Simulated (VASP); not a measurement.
All values below come from RPBE GGA, VASP's PBE PAW potentials (set 64) (plane waves; VASP).

VASP input:

INCAR:
```
SYSTEM = Pt3Ti
PREC = Accurate
ENCUT = 520
EDIFF = 1E-7
NELM = 100
ALGO = Normal
LREAL = .FALSE.
LASPH = .TRUE.
ISMEAR = -5
GGA = RP
LMAXMIX = 6
LWAVE = .FALSE.
LCHARG = .TRUE.
LORBIT = 11
NEDOS = 601
ISIF = 2
LEFG = .TRUE.
```

KPOINTS:
```
Automatic mesh
0
Gamma
9 9 9
0 0 0
```

**POSCAR**
```
Pt3Ti
1
    3.9691737309     0.0000000000     0.0000000000
    0.0000000000     3.9691737309     0.0000000000
    0.0000000000     0.0000000000     3.9691737309
Ti Pt
1 3
Direct
  0.0000000000   0.0000000000   0.0000000000
  0.0000000000   0.5000000000   0.5000000000
  0.5000000000   0.0000000000   0.5000000000
  0.5000000000   0.5000000000   0.0000000000
```

POTCAR, in this order: Ti_sv Pt (PBE.64 set). Program: vasp_std.

The run wrote:

**OSZICAR**
```
       N       E                     dE             d eps       ncg     rms          rms(c)
DAV:   1     0.386141863986E+03    0.38614E+03   -0.21214E+04  1750   0.181E+03
DAV:   2     0.746842050667E+01   -0.37867E+03   -0.37206E+03  1837   0.451E+02
DAV:   3    -0.291001576303E+02   -0.36569E+02   -0.35664E+02  2661   0.114E+02
DAV:   4    -0.302943471665E+02   -0.11942E+01   -0.11901E+01  2106   0.226E+01
DAV:   5    -0.303321479812E+02   -0.37801E-01   -0.37744E-01  2476   0.400E+00    0.196E+01
DAV:   6    -0.289986889166E+02    0.13335E+01   -0.28216E+01  2511   0.342E+01    0.161E+01
DAV:   7    -0.280130056385E+02    0.98568E+00   -0.38059E+01  2588   0.357E+01    0.960E+00
DAV:   8    -0.273368034106E+02    0.67620E+00   -0.17362E+00  2470   0.978E+00    0.446E+00
DAV:   9    -0.272268802863E+02    0.10992E+00   -0.19201E+00  2649   0.750E+00    0.199E+00
DAV:  10    -0.271875575440E+02    0.39323E-01   -0.20634E-01  2510   0.318E+00    0.500E-01
DAV:  11    -0.271876410562E+02   -0.83512E-04   -0.24011E-03  2055   0.355E-01    0.398E-01
DAV:  12    -0.271861992543E+02    0.14418E-02   -0.10645E-02  2585   0.598E-01    0.188E-02
DAV:  13    -0.271862154513E+02   -0.16197E-04   -0.13895E-04  1986   0.876E-02    0.112E-02
DAV:  14    -0.271862123700E+02    0.30814E-05   -0.80137E-06  2543   0.174E-02    0.722E-03
DAV:  15    -0.271862158040E+02   -0.34341E-05   -0.36933E-06  2403   0.159E-02    0.126E-03
DAV:  16    -0.271862158606E+02   -0.56563E-07   -0.13057E-07  1367   0.271E-03
   1 F= -.27186216E+02 E0= -.27186216E+02  d E =0.000000E+00
```

OUTCAR:
```
------------------------ aborting loop because EDIFF is reached ----------------------------------------
  FORCE on cell =-STRESS in cart. coord.  units (eV):
  Direction    XX          YY          ZZ          XY          YZ          ZX
  --------------------------------------------------------------------------------------
  Total        0.0147755      0.0147755      0.0147755      0.0000000      0.0000000     -0.0000000
  in kB        0.3785744      0.3785744      0.3785744      0.0000000      0.0000000     -0.0000000
  external PRESSURE =       0.3785744 kB  Pullay stress =       0.0000000 kB
  volume of cell :       62.53
      direct lattice vectors                 reciprocal lattice vectors
     3.969173731  0.000000000  0.000000000     0.251941605  0.000000000  0.000000000
     0.000000000  3.969173731  0.000000000     0.000000000  0.251941605  0.000000000
     0.000000000  0.000000000  3.969173731     0.000000000  0.000000000  0.251941605
 POSITION                                       TOTAL-FORCE (eV/Angst)
 -----------------------------------------------------------------------------------
      0.00000      0.00000      0.00000         0.000000      0.000000      0.000000
      0.00000      1.98459      1.98459         0.000000      0.000000      0.000000
      1.98459      0.00000      1.98459         0.000000      0.000000      0.000000
      1.98459      1.98459      0.00000         0.000000      0.000000      0.000000
 -----------------------------------------------------------------------------------
    total drift:                                0.000000      0.000000     -0.000000
  FREE ENERGIE OF THE ION-ELECTRON SYSTEM (eV)
  ---------------------------------------------------
  free  energy   TOTEN  =       -27.1862158606 eV

  energy  without entropy=      -27.1862158606  energy(sigma->0) =      -27.18621586

 total charge

# of ion       s       p       d       tot
------------------------------------------
    1        2.202   6.139   1.740  10.080
    2        0.675   0.615   8.040   9.330
    3        0.675   0.615   8.040   9.330
    4        0.675   0.615   8.040   9.330
--------------------------------------------------
tot          4.227   7.983  25.860  38.070

 Electric field gradients after diagonalization (V/A^2)
 (convention: |V_zz| > |V_xx| > |V_yy|)
----------------------------------------------------------------------
 ion       V_xx      V_yy      V_zz     asymmetry (V_yy - V_xx)/ V_zz
----------------------------------------------------------------------
   1       0.000    -0.000     0.000      -0.379
   2      32.425    32.425   -64.850       0.000
   3      32.425    32.425   -64.850       0.000
   4      32.425    32.425   -64.850       0.000
```
(Selected blocks of OUTCAR.)

For a metal the tetrahedron method with Blöchl corrections gives inexact stress and forces.

The compound is Pt3Ti in the L1_2 structure. It was relaxed first.
